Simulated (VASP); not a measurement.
AsPb, 2 atoms in the cell. The structure is cubic, space group Pm-3m (No. 221). Conventional cell: a = 3.714 Å, b = 3.714 Å, c = 3.714 Å, α = 90.00°, β = 90.00°, γ = 90.00°. Around As (site symmetry m-3m) lie 8 Pb at 3.22 Å. Pb (site symmetry m-3m) is surrounded by 8 As at 3.22 Å. The cell was built by a generator and needn't be a form met in nature.

| Property | Result |
| --- | --- |
| Program | VASP 6.6.1 |
| Task | single point |
| Functional | PBE |
| Potentials or basis | VASP PAW PBE potentials, release 64 (As, Pb_d) |
| Cutoff | 520 eV |
| k mesh | 7 × 7 × 7 |
| Occupations | fermi-dirac, width 0.05 eV |
| Spin | no spin polarisation |
| Further INCAR settings | ALGO = Normal; EDIFF = 1e-07; NBANDS = 16 |

Potentials or basis: VASP PAW PBE potentials, release 64 (As, Pb_d).

Command:

```sh
$ cat potpaw_PBE.64/As/POTCAR potpaw_PBE.64/Pb_d/POTCAR > POTCAR
$ mpirun -np 1 vasp_std > vasp.out
```

Hardware: 1 thread of Intel(R) Xeon(R) 6975P-C (Granite Rapids) (shared host).

Q: How long does it take, and how much memory?

A: Wall time 8.8 s on 1 thread of Intel(R) Xeon(R) 6975P-C (Granite Rapids) (shared host), peak memory 0.15 GiB. Counts: scf iterations 13, k points 20.
